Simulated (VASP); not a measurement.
# PmTe (P-6m2) in VASP: a series of runs

One crystal, PmTe, is run at these levels: LDA+U; tasks: single point.

All numbers are computed with VASP 6.6.1; they aren't measurements. Logs are shortened: lines on timing, memory, paths and dates and some standing lists are left out, and cuts for length are marked.

### Step 1. Starting point

The structure is hexagonal, space group P-6m2 (No. 187). Conventional cell: a = 4.181 Å, b = 4.181 Å, c = 4.081 Å, α = 90.00°, β = 90.00°, γ = 120.00°. Around Pm (site symmetry -6m2) lie 6 Te at 3.16 Å. Te (site symmetry -6m2) has 6 Pm at 3.16 Å as nearest neighbours.

The cell comes from a database or a generator and needn't be the stable form of this composition.

### Step 2. Single point, LDA+U, collinear spin, random start

INCAR

```
PREC = Accurate ; ENCUT = 520
EDIFF = 1E-7 ; ISMEAR = 0
SIGMA = 0.05 ; LREAL = False
LASPH = True ; NELM = 150
ALGO = Fast ; ISIF = 2
LWAVE = False ; LCHARG = False
ISPIN = 2 ; MAGMOM = 1.41 0
LORBIT = 11 ; LMAXMIX = 6
LDAU = True ; LDAUTYPE = 2
LDAUL = 3 -1 ; LDAUU = 5 0
LDAUJ = 0 0 ; LDAUPRINT = 1
GGA = CA ; NBANDS = 22
```

KPOINTS

```
regular mesh
0
Gamma
  5 5 5
```

POSCAR

```
PmTe
1.0
    4.1812492200      0.0000000000      0.0000000000
   -2.0906246100      3.6210680400      0.0000000000
    0.0000000000      0.0000000000      4.0806920800
Pm Te
1 1
Direct
    0.0000000000      0.0000000000      0.0000000000
    0.6666666667      0.3333333333      0.5000000000
```

Potentials or basis: VASP PAW PBE potentials, release 64 (Pm, Te).

Command:

```bash
$ cat potpaw_PBE.64/Pm/POTCAR potpaw_PBE.64/Te/POTCAR > POTCAR
$ mpirun -np 1 vasp_std > vasp.out
```

OUTCAR:

```text
PREC = Accurate
   ENCUT = 520
   EDIFF = 1E-7
   ISMEAR = 0
   LREAL = False
   LASPH = True
   NELM = 150
   ISIF = 2
   ISPIN = 2
   LORBIT = 11
   GGA = CA

 ion  position               nearest neighbor table
   1  0.000  0.000  0.000-   2 3.16   2 3.16   2 3.16   2 3.16   2 3.16   2 3.16
   2  0.667  0.333  0.500-   1 3.16   1 3.16   1 3.16   1 3.16   1 3.16   1 3.16

  LATTYP: Found a hexagonal cell.
 ALAT       =     4.1812492200
 C/A-ratio  =     0.9759504553

  Lattice vectors:

 A1 = (   4.1812492200,   0.0000000000,   0.0000000000)
 A2 = (  -2.0906246100,   3.6210680400,   0.0000000000)
 A3 = (   0.0000000000,   0.0000000000,   4.0806920800)

Analysis of symmetry for initial positions (statically):
=====================================================================
 Subroutine PRICEL returns:
 Original cell was already a primitive cell.

 Routine SETGRP: Setting up the symmetry group for a
 hexagonal supercell.

 Subroutine GETGRP returns: Found 12 space group operations
 (whereof 12 operations were pure point group operations)
 out of a pool of 24 trial point group operations.

The static configuration has the point symmetry D_3h.

Analysis of symmetry for dynamics (positions and initial velocities):
=====================================================================
 Subroutine PRICEL returns:
 Original cell was already a primitive cell.

 Routine SETGRP: Setting up the symmetry group for a
 hexagonal supercell.

 Subroutine GETGRP returns: Found 12 space group operations
 (whereof 12 operations were pure point group operations)
 out of a pool of 24 trial point group operations.

The dynamic configuration has the point symmetry D_3h.

Analysis of structural, dynamic, and magnetic symmetry:
=====================================================================
 Subroutine PRICEL returns:
 Original cell was already a primitive cell.

 Routine SETGRP: Setting up the symmetry group for a
 hexagonal supercell.

 Subroutine GETGRP returns: Found 12 space group operations
 (whereof 12 operations were pure point group operations)
 out of a pool of 24 trial point group operations.

The overall configuration has the point symmetry D_3h.

 Subroutine INISYM returns: Found 12 space group operations
 (whereof 12 operations are pure point group operations),
 and found     1 'primitive' translations

----------------------------------------------------------------------------------------

                                     Primitive cell

  volume of cell :      61.7841

  direct lattice vectors                    reciprocal lattice vectors
     4.181249220  0.000000000  0.000000000     0.239162974  0.138080808  0.000000000
    -2.090624610  3.621068040  0.000000000     0.000000000  0.276161616  0.000000000
     0.000000000  0.000000000  4.080692080     0.000000000  0.000000000  0.245056471

  length of vectors
     4.181249220  4.181249216  4.080692080     0.276161615  0.276161616  0.245056471

[... 122 lines left out ...]
 -0.0000 -0.0000  0.9670  0.0000  0.0000  0.0000  0.0000
  0.0000  0.0000  0.0000  0.8234 -0.0000 -0.0000 -0.0000
 -0.0000  0.0000  0.0000 -0.0000  0.9670 -0.0000 -0.0000
 -0.0000 -0.0000  0.0000 -0.0000 -0.0000  0.0042 -0.0000
  0.0000  0.0000  0.0000 -0.0000 -0.0000 -0.0000  0.9659

spin component  2

  0.0007  0.0000 -0.0000  0.0000  0.0000 -0.0000  0.0000
  0.0000  0.0028 -0.0000  0.0000 -0.0000 -0.0000  0.0000
 -0.0000 -0.0000  0.0014 -0.0000 -0.0000  0.0000 -0.0000
  0.0000  0.0000 -0.0000  0.0011  0.0000 -0.0000 -0.0000
  0.0000 -0.0000 -0.0000  0.0000  0.0014 -0.0000 -0.0000
 -0.0000 -0.0000  0.0000 -0.0000 -0.0000  0.0028  0.0000
  0.0000  0.0000 -0.0000 -0.0000 -0.0000  0.0000  0.0008

 occupancies and eigenvectors

  o =  0.0007  v =  0.0000  0.0000  0.0000  0.0000  0.0000  0.0000  0.0000  1.0000 -0.0000  0.0000  0.0000 -0.0000  0.0000 -0.0000      0.0000  0.0000  0.0000  0.0000  0.0000  0.0000  0.0000  0.0000  0.0000  0.0000  0.0000  0.0000  0.0000  0.0000
  o =  0.0008  v =  0.0000  0.0000  0.0000  0.0000  0.0000  0.0000  0.0000  0.0000 -0.0000  0.0000  0.0000  0.0000 -0.0000  1.0000      0.0000  0.0000  0.0000  0.0000  0.0000  0.0000  0.0000  0.0000  0.0000  0.0000  0.0000  0.0000  0.0000  0.0000
  o =  0.0011  v =  0.0000  0.0000  0.0000  0.0000  0.0000  0.0000  0.0000 -0.0000 -0.0000  0.0000  1.0000 -0.0000  0.0000 -0.0000      0.0000  0.0000  0.0000  0.0000  0.0000  0.0000  0.0000  0.0000  0.0000  0.0000  0.0000  0.0000  0.0000  0.0000
  o =  0.0014  v =  0.0000  0.0000  0.0000  0.0000  0.0000  0.0000  0.0000 -0.0000  0.0000  1.0000 -0.0000  0.0000 -0.0000 -0.0000      0.0000  0.0000  0.0000  0.0000  0.0000  0.0000  0.0000  0.0000  0.0000  0.0000  0.0000  0.0000  0.0000  0.0000
  o =  0.0014  v =  0.0000  0.0000  0.0000  0.0000  0.0000  0.0000  0.0000  0.0000  0.0000 -0.0000  0.0000  1.0000  0.0000 -0.0000      0.0000  0.0000  0.0000  0.0000  0.0000  0.0000  0.0000  0.0000  0.0000  0.0000  0.0000  0.0000  0.0000  0.0000
  o =  0.0028  v =  0.0000  0.0000  0.0000  0.0000  0.0000  0.0000  0.0000 -0.0000 -0.9986  0.0000  0.0000  0.0000 -0.0535 -0.0000      0.0000  0.0000  0.0000  0.0000  0.0000  0.0000  0.0000  0.0000  0.0000  0.0000  0.0000  0.0000  0.0000  0.0000
  o =  0.0028  v =  0.0000  0.0000  0.0000  0.0000  0.0000  0.0000  0.0000  0.0000  0.0535 -0.0000  0.0000  0.0000 -0.9986  0.0000      0.0000  0.0000  0.0000  0.0000  0.0000  0.0000  0.0000  0.0000  0.0000  0.0000  0.0000  0.0000  0.0000  0.0000
  o =  0.0042  v = -0.0000 -0.0347  0.0000 -0.0000  0.0000 -0.9994 -0.0000  0.0000  0.0000  0.0000  0.0000  0.0000  0.0000  0.0000      0.0000  0.0000  0.0000  0.0000  0.0000  0.0000  0.0000  0.0000  0.0000  0.0000  0.0000  0.0000  0.0000  0.0000
  o =  0.0042  v = -0.0000  0.9994  0.0000 -0.0000 -0.0000 -0.0347 -0.0000  0.0000  0.0000  0.0000  0.0000  0.0000  0.0000  0.0000      0.0000  0.0000  0.0000  0.0000  0.0000  0.0000  0.0000  0.0000  0.0000  0.0000  0.0000  0.0000  0.0000  0.0000
  o =  0.8234  v = -0.0000  0.0000  0.0000 -1.0000 -0.0000  0.0000 -0.0000  0.0000  0.0000  0.0000  0.0000  0.0000  0.0000  0.0000      0.0000  0.0000  0.0000  0.0000  0.0000  0.0000  0.0000  0.0000  0.0000  0.0000  0.0000  0.0000  0.0000  0.0000
  o =  0.9642  v =  1.0000  0.0000  0.0000 -0.0000  0.0000 -0.0000 -0.0000  0.0000  0.0000  0.0000  0.0000  0.0000  0.0000  0.0000      0.0000  0.0000  0.0000  0.0000  0.0000  0.0000  0.0000  0.0000  0.0000  0.0000  0.0000  0.0000  0.0000  0.0000
  o =  0.9659  v = -0.0000 -0.0000  0.0000  0.0000 -0.0000 -0.0000 -1.0000  0.0000  0.0000  0.0000  0.0000  0.0000  0.0000  0.0000      0.0000  0.0000  0.0000  0.0000  0.0000  0.0000  0.0000  0.0000  0.0000  0.0000  0.0000  0.0000  0.0000  0.0000
  o =  0.9670  v = -0.0000  0.0000  1.0000 -0.0000 -0.0000  0.0000  0.0000  0.0000  0.0000  0.0000  0.0000  0.0000  0.0000  0.0000      0.0000  0.0000  0.0000  0.0000  0.0000  0.0000  0.0000  0.0000  0.0000  0.0000  0.0000  0.0000  0.0000  0.0000
  o =  0.9670  v = -0.0000 -0.0000  0.0000 -0.0000  1.0000 -0.0000 -0.0000  0.0000  0.0000  0.0000  0.0000  0.0000  0.0000  0.0000      0.0000  0.0000  0.0000  0.0000  0.0000  0.0000  0.0000  0.0000  0.0000  0.0000  0.0000  0.0000  0.0000  0.0000

 number of electron      21.0000008 magnetization       4.9841893

 Free energy of the ion-electron system (eV)
  ---------------------------------------------------
  ext. energy  EPLUGINS =         0.00000000
  ---------------------------------------------------
  free energy    TOTEN  =       -13.38851434 eV

  energy without entropy =      -13.38680591  energy(sigma->0) =      -13.38766013

 E-fermi :   6.7451     XC(G=0):  -9.9971

 val. band max:        6.7278847086   @ k =   0.4000  -0.0000   0.0000
 cond. band min:       6.7611522707   @ k =   0.2000   0.2000   0.0000
 fundamental gap:      0.0332675621
 Fermi energy:         6.7451273459

 spin component 1

 k-point     1 :       0.0000    0.0000    0.0000
  band No.  band energies     occupation
      1     -30.8505      1.00000
      2     -11.5599      1.00000
      3     -11.5325      1.00000
      4     -11.5325      1.00000
      5      -5.1923      1.00000
      6       4.7142      1.00000
[... 364 lines left out ...]
     21      12.8230      0.00000
     22      13.7894      0.00000
 Fermi energy:         6.7451273459

 spin component 2

 k-point     1 :       0.0000    0.0000    0.0000
  band No.  band energies     occupation
      1     -28.8440      1.00000
      2     -10.0659      1.00000
      3     -10.0038      1.00000
      4     -10.0038      1.00000
      5      -5.1410      1.00000
      6       4.9802      1.00000
[... 364 lines left out ...]
     21      14.0372      0.00000
     22      14.6221      0.00000

------------------------ aborting loop because EDIFF is reached ----------------------------------------

  FORCE on cell =-STRESS in cart. coord.  units (eV):
  Direction    XX          YY          ZZ          XY          YZ          ZX
  --------------------------------------------------------------------------------------
  -------------------------------------------------------------------------------------
  Total        1.6776982      1.6776982      0.9427330      0.0000000      0.0000000      0.0000000
  in kB       43.5058708     43.5058707     24.4468401      0.0000000      0.0000000      0.0000000
  external PRESSURE =      37.1528605 kB  Pullay stress =       0.0000000 kB

 VOLUME and BASIS-vectors are now :
 -----------------------------------------------------------------------------
  energy-cutoff  :      520.00
  volume of cell :       61.78
      direct lattice vectors                 reciprocal lattice vectors
     4.181249220  0.000000000  0.000000000     0.239162974  0.138080808  0.000000000
    -2.090624610  3.621068040  0.000000000     0.000000000  0.276161616  0.000000000
     0.000000000  0.000000000  4.080692080     0.000000000  0.000000000  0.245056471

 POSITION                                       TOTAL-FORCE (eV/Angst)
 -----------------------------------------------------------------------------------
      0.00000      0.00000      0.00000        -0.000000     -0.000000      0.000000
      2.09062      1.20702      2.04035         0.000000      0.000000      0.000000
 -----------------------------------------------------------------------------------
    total drift:                               -0.000000      0.000000      0.000000

  FREE ENERGIE OF THE ION-ELECTRON SYSTEM (eV)
  ---------------------------------------------------
  free  energy   TOTEN  =       -13.3885143436 eV

  energy  without entropy=      -13.3868059088  energy(sigma->0) =      -13.38766013

 total charge

# of ion       s       p       d       f       tot
--------------------------------------------------
    1        1.999   5.522   0.364   4.697  12.582
    2        1.351   2.171   0.018   0.000   3.540
--------------------------------------------------
tot          3.350   7.693   0.382   4.697  16.122

 magnetization (x)

# of ion       s       p       d       f       tot
--------------------------------------------------
    1       -0.009   0.010   0.070   4.675   4.747
    2       -0.005  -0.046   0.007   0.000  -0.045
--------------------------------------------------
tot         -0.014  -0.036   0.077   4.675   4.702
```

It took 3.2 min on 1 thread of Intel Xeon 6975P-C (Granite Rapids), shared host; peak memory 0.2 GiB.

Results:

```
Free energy                                           : -13.3885 eV
Pressure                                              : 3.7 GPa
Band gap on the k mesh                                : none (metal or under the smearing width)
Net moment                                            : 4.98 μB per cell
Site moments                                          : Pm +4.75; Te -0.04 μB
Valence electrons inside the program's atomic spheres : Pm 12.58; Te 3.54
```

Levels at points of the mesh, in eV from the Fermi level:
Spin up:
| k point | band 9 | band 10 | band 11 | band 12 | band 13 | band 14 | band 15 | band 16 | band 17 | band 18 |
| --- | --- | --- | --- | --- | --- | --- | --- | --- | --- | --- |
| (0.00, 0.00, 0.00) | -1.04 | -1.00 | -1.00 | -0.78 | -0.68 | 0.34 | 2.16 | 3.30 | 3.30 | 3.67 |
Spin down:
```csv
k point,band 4,band 5,band 6,band 7,band 8,band 9,band 10,band 11,band 12,band 13
"(0.00, 0.00, 0.00)",-16.75,-11.89,-1.76,-1.76,-1.25,-0.15,2.18,4.04,4.04,4.05
```

Eigenvalues of the final occupation matrices:
```csv
site,spin,trace,eigenvalues
site 1 f,1,4.70,0.00 0.00 0.82 0.96 0.97 0.97 0.97
site 1 f,2,0.01,0.00 0.00 0.00 0.00 0.00 0.00 0.00
```

Caveat: the magnetic or orbital state may not be the lowest; the PAW data sets were made with another functional, which shifts forces and pressure a little; spin-orbit coupling is left out, which moves the levels of the heavy elements; the U is typed as a test and isn't derived for this compound.

### Step 3. Single point, LDA+U, collinear spin, ferromagnetic start

INCAR

```
SYSTEM = PmTe
  PREC = Accurate
  ENCUT = 520
  EDIFF = 1E-6
  ISMEAR = 0
  SIGMA = 0.05
  LREAL = .FALSE.
  LASPH = .TRUE.
  NELM = 100
  ALGO = Normal
  ISIF = 2
  LWAVE = .FALSE.
  LCHARG = .FALSE.
  ISPIN = 2
  MAGMOM = 4 0
  LORBIT = 11
  NUPDOWN = 1
  LMAXMIX = 6
  LDAU = .TRUE.
  LDAUTYPE = 2
  LDAUL = 3 -1
  LDAUU = 5 0
  LDAUJ = 0 0
  LDAUPRINT = 1
  GGA = CA
```

KPOINTS

```
regular mesh
0
G
  5 5 5
  0 0 0
```

POSCAR is that of step 2.

Potentials or basis: VASP PAW PBE potentials, release 64 (Pm, Te).

Command:

```bash
$ cat potpaw_PBE.64/Pm/POTCAR potpaw_PBE.64/Te/POTCAR > POTCAR
$ mpirun -np 1 vasp_std > vasp.out
```

It took 18 s on 1 thread of Intel Xeon 6975P-C (Granite Rapids), shared host; peak memory 0.19 GiB.

Results (log left out):

- Free energy: -10.0446 eV
- Pressure: -0.8 GPa
- Net moment: 1.00 μB per cell
- Site moments: Pm +1.92; Te -0.16 μB
- Valence electrons inside the program's atomic spheres: Pm 12.32; Te 3.47

Stress tensor (GPa, compression positive):
```
-1.77  0.00  0.00
 0.00 -1.77  0.00
 0.00  0.00  1.18
```

Eigenvalues of the final occupation matrices:
```csv
site,spin,trace,eigenvalues
site 1 f,1,3.21,0.00 0.01 0.01 0.63 0.63 0.97 0.97
site 1 f,2,1.01,0.00 0.00 0.01 0.01 0.01 0.01 0.98
```

Caveat: the magnetic or orbital state may not be the lowest; the moment is held away from its start; the PAW data sets were made with another functional, which shifts forces and pressure a little; spin-orbit coupling is left out, which moves the levels of the heavy elements; the total moment is fixed, so each spin has its own Fermi level; the U is typed as a test and isn't derived for this compound. The state reached can hang on the start; a lower one may exist.
